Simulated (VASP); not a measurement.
A convergence study with VASP on CuZn (CsCl type): one setting is varied, all else stays as given below, so the limit is that of these other settings.

```
CELL_PARAMETERS angstrom
      2.95000     0.00000     0.00000
      0.00000     2.95000     0.00000
      0.00000     0.00000     2.95000
ATOMIC_POSITIONS crystal
  Zn 0.50000 0.50000 0.50000
  Cu 0.00000 0.00000 0.00000
```

The numbers are results of PBE GGA, VASP's PBE PAW potentials (set 64) (plane waves; VASP), not measurements. The tightest run used: 550 eV cut-off, 22×22×22 Γ-centred mesh, tetrahedra with Blöchl corrections, potentials Zn Cu.

```json
[
 {"setting": "3×3×3 mesh", "E (eV/atom)": "-2.4695", "pressure (GPa)": "0.90", "irreducible k-points": "4"},
 {"setting": "4×4×4 mesh", "E (eV/atom)": "-2.5375", "pressure (GPa)": "0.86", "irreducible k-points": "10"},
 {"setting": "5×5×5 mesh", "E (eV/atom)": "-2.5299", "pressure (GPa)": "2.18", "irreducible k-points": "10"},
 {"setting": "6×6×6 mesh", "E (eV/atom)": "-2.5143", "pressure (GPa)": "2.01", "irreducible k-points": "20"},
 {"setting": "7×7×7 mesh", "E (eV/atom)": "-2.5081", "pressure (GPa)": "2.20", "irreducible k-points": "20"},
 {"setting": "8×8×8 mesh", "E (eV/atom)": "-2.5080", "pressure (GPa)": "2.13", "irreducible k-points": "35"}
]
```

Question: These are the cheaper rows. Estimate the results at 22×22×22 mesh, and how far the last row shown lies from them.

Answer: 
```json
[
 {"quantity": "E (eV/atom)", "tightest run": "-2.5052", "last row shown is off by": "-0.0029"},
 {"quantity": "pressure (GPa)", "tightest run": "2.22", "last row shown is off by": "-0.09"}
]
```

Left out are rungs that failed or repeat a setting and relaxations that didn't move; long series are thinned to 24 rows.

The compound is CuZn in the CsCl type structure. The cell was not relaxed at this level. The electron count is odd and the run is not spin-polarised, which forces a metal.
